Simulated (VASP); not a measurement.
Energy against volume of KF (rock salt). Computed with MS2 meta-GGA, VASP's PBE PAW potentials (set 64) (plane waves; VASP 6.6.1). Numerical set-up: 520 eV cut-off, 9×9×9 Γ-centred mesh, Gaussian smearing of 0.050 eV, potentials K_sv F.

```tsv
V (Å³/atom)	E (eV/atom)
17.993	-8.06992
18.567	-8.07659
19.141	-8.07890
19.716	-8.07757
```

Task: Fit these four points and predict the energy of the run at 20.290 Å³/atom.

Result: A cubic in V^(−2/3), the third-order Birch-Murnaghan form, passes through the four points with V0 = 19.20 Å³/atom and B0 = 33 GPa, and gives -8.0732 eV/atom there. The run gave -8.0732 eV/atom, -0.0 meV/atom from the fit; all five points give B0 = 33 GPa.

The compound is KF in the rock salt structure. It was relaxed first.
